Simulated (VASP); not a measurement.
# A VASP study of PbS (Galena) (r2SCAN + rVV10): structure first, properties next, part 2 of 2

Aim: relax PbS (Galena) with r2SCAN + rVV10, compute its properties on that cell and hold them against experiment. The start is a cell from a database of measured crystal structures.

VASP 6.6.1; r2SCAN with rVV10; plane waves and PAW (Pb_d, S).

So far. Step 11 (Volume scan with r2SCAN + rVV10 (run 6)): The run ends at a pressure of -2.17 GPa.

The database entry behind the starting cell differs from later determinations by our own check (about 0.1 % short), so it need not match the best structure at ambient conditions.

## (12) Volume scan with r2SCAN + rVV10 (run 7)

A prediction first. A parabola through the 6 pressures of evenly scaled cells so far, P = 0.01 -60.6 t +129 t² GPa with t = ln(V/V₁) and V₁ the volume at scale 1, gives -3.08 GPa at t = +0.0583.

Contents of INCAR:

```
SYSTEM = PbS
PREC = Accurate
ENCUT = 400
EDIFF = 1E-06
NELM = 100
ISMEAR = 0
SIGMA = 0.05
LREAL = .FALSE.
ALGO = Normal
METAGGA = R2SCAN
LUSE_VDW = .TRUE.
IVDW_NL = 2
BPARAM = 11.95
CPARAM = 0.0093
LASPH = .TRUE.
NBANDS = 16
LORBIT = 11
LWAVE = .FALSE.
LCHARG = .FALSE.
KPAR = 2
ISIF = 2
```

Contents of POSCAR:

```
PbS
1.0
    0.0000000000      3.0302250570      3.0302250570
    3.0302250570      0.0000000000      3.0302250570
    3.0302250570      3.0302250570      0.0000000000
Pb S
1 1
Direct
    0.0000000000      0.0000000000      0.0000000000
    0.5000000000      0.5000000000      0.5000000000
```

Contents of KPOINTS:

```
Automatic mesh
0
Gamma
7 7 7
0 0 0
```

PAW data sets: Pb_d and S (PBE family, release 64).

Launch:

```sh
$ mpirun -np 2 vasp_std
```

Elapsed: 71 s, on 2 MPI ranks of AMD EPYC 7R43, shared host; peak memory 0.44 GiB; 2.2 min of CPU time.

The pressure falls from -2.17 to -3.10 GPa. The parabola predicted -3.08 GPa, +0.02 GPa off.

## (13) Side by side

Times are for 2 MPI ranks of AMD EPYC 7R43, shared host. The runs compared:

| no. | volume scale | energy above the lowest point (meV/atom) | pressure (GPa) | gap on the k-mesh (eV) | time | memory (GiB) |
| --- | --- | --- | --- | --- | --- | --- |
| 1 | 0.94 | 20.57 | 4.248 | 0.9986 | 57 s | 0.44 |
| 2 | 0.96 | 8.98 | 2.693 | 1.037 | 61 s | 0.44 |
| 3 | 0.98 | 2.27 | 1.280 | 1.077 | 70 s | 0.44 |
| 4 | 1 | 0 | 0.008533 | 1.117 | 67 s | 0.45 |
| 5 | 1.02 | 1.65 | -1.139 | 1.156 | 70 s | 0.45 |
| 6 | 1.04 | 6.88 | -2.171 | 1.193 | 81 s | 0.44 |
| 7 | 1.06 | 15.35 | -3.105 | 1.229 | 71 s | 0.44 |

## (14) Fit for r2SCAN + rVV10

This step: Birch-Murnaghan fit, r2SCAN with rVV10; plane waves and PAW (VASP 6.6.1).

Derived from the runs above.

Numbers from this step:

- pressure derivative of the bulk modulus: 4.226
- r.m.s. error of the fit: 7.30e-6 eV/atom
- minimum inside the sampled range: yes
- bulk modulus: 60.11 GPa
- equilibrium volume of the fit: 26.28 Å³/atom

Table of energy above the fitted minimum by volume:

| volume (Å³/atom) | energy above the fitted minimum (eV/atom) |
| --- | --- |
| 24.67 | 0.0206 |
| 25.20 | 0.00900 |
| 25.72 | 0.00229 |
| 26.25 | 2.2e-5 |
| 26.77 | 0.00167 |
| 27.30 | 0.00691 |
| 27.82 | 0.0154 |

The fitted volume lies +0.12 % from the relaxed one. At a finite cutoff and mesh the minimum of the energy and the zero of the stress don't quite coincide, and the relaxation stops at a threshold.

## (15) Vibrations at Γ (r2SCAN + rVV10)

This step: r2SCAN with rVV10; plane waves and PAW (Pb_d, S) (VASP 6.6.1).

Zone-centre modes test whether the atoms sit at a minimum within this cell. IBRION = 6 takes the force constants from differences of forces between displaced cells, so the forces must be tight.

Edit INCAR of step 12 so:

```diff
@@ -3,3 +3,3 @@
 ENCUT = 400
-EDIFF = 1E-06
+EDIFF = 1E-08
 NELM = 100
@@ -20,2 +20,6 @@
 KPAR = 2
+IBRION = 6
+NFREE = 2
+POTIM = 0.015
 ISIF = 2
+NSW = 1
```

Contents of POSCAR:

```
PbS
1.0
    0.0000000000      2.9719369847      2.9719369847
    2.9719369847      0.0000000000      2.9719369847
    2.9719369847      2.9719369847      0.0000000000
Pb S
1 1
Direct
    0.0000000000      0.0000000000      0.0000000000
    0.5000000000      0.5000000000      0.5000000000
```

Contents of KPOINTS:

```
Automatic mesh
0
Gamma
13 13 13
0 0 0
```

Launch:

```sh
$ mpirun -np 2 vasp_std
```

The job ended after 19 min (2 MPI ranks; peak memory 0.75 GiB; 37 min of CPU time).

The last energy, forces, stress and levels in OUTCAR belong to the last displaced cell, not to the cell of POSCAR.

Numbers from this step:

* irreducible k-points: 84
* pressure of the cell: 0.04280 GPa
* largest force of the cell: 0 eV/Å

Transverse limit, no LO-TO splitting. Modes at Γ, with each element's share of the kinetic energy:

| mode | frequency (cm⁻¹) | symmetry | Pb % | S % |
| --- | --- | --- | --- | --- |
| 1 | -0.5 | acoustic | 87 | 13 |
| 2 | -0.5 | acoustic | 87 | 13 |
| 3 | -0.5 | acoustic | 87 | 13 |
| 4 | 64.6 | T1u | 13 | 87 |
| 5 | 64.6 | T1u | 13 | 87 |
| 6 | 64.6 | T1u | 13 | 87 |

Displacements in mode 5 (64.6 cm⁻¹), the largest set to 1:
```
Pb1  0.00  0.00 -0.15
S2   0.00  0.00  1.00
```

The three acoustic modes lie within 0.5 cm⁻¹ of zero, and all others are real. By the characters of their eigenvectors the optical modes sort into (cm⁻¹) infrared active: T1u 65.

## (16) Summary of results

```
relaxed volume                                             : 26.25 Å³/atom
relaxed conventional cell a, b, c                          : 5.944, 5.944, 5.944 Å
space group after relaxing, within 0.02 Å                  : Fm-3m (No. 225)
band gap                                                   : 0.600 eV, direct
gap among the points of the DOS mesh alone, an upper bound : 0.599 eV
bulk modulus from the fit                                  : 60.1 GPa
volume from the fit                                        : 26.3 Å³/atom
highest zone-centre mode                                   : 64.6 cm⁻¹
```

What this shows: With r2SCAN + rVV10, PbS (Galena) relaxes to 26.25 Å³/atom in space group Fm-3m (held by the symmetry of the run), has a direct gap of 0.600 eV and has a bulk modulus of 60.1 GPa. Against the listed cell the volume lies +0.6 %. Bands along the symmetry lines (r2SCAN + rVV10): On this path the gap is direct, 0.60 eV, with the valence top at L and the conduction bottom at L. Vibrations at Γ (r2SCAN + rVV10): The highest mode in this list at Γ, 64.6 cm⁻¹, is mostly motion of S (87 % of the kinetic energy). Spin-orbit coupling is left out, and with elements this heavy it would split and shift bands near the edges, and it can change the kind of a small gap. Modes at Γ alone can't show that the crystal is stable at other wave vectors, and the LO-TO splitting is not included. No search among competing phases was made, and a listed structure need not be the one stable at ambient conditions. All values are for a static lattice at zero temperature.

Calculation against experiment:

| quantity | measured | Birch-Murnaghan fit, r2SCAN with rVV10 |
| --- | --- | --- |
| bulk modulus (GPa) | 51 | 60 (+17.9 %) |

Measured values from arxiv:cond-mat/0210013 (2002).

**Verdict.** The bulk modulus is off by +17.9 %: a clear miss. The grades are ours: good and fair within 5 and 12 % for the bulk modulus. Zero-point motion and thermal expansion are not in the computed bulk modulus.

[Lines on the potential files, build, host, timing and source positions are cut from VASP's logs without a mark.]

[Logs are printed without paths, hosts, clocks, repeated set-up lines and the standing remarks that a program may print on its own settings, such as how far it seeks lower states.]

[Hosts, paths, dates, database ids (printed as entryN), source tags and the programs' standing remarks are cut or masked in the printed files.]

[A measured line is paired with the nearest computed mode of its activity, which favours agreement.]
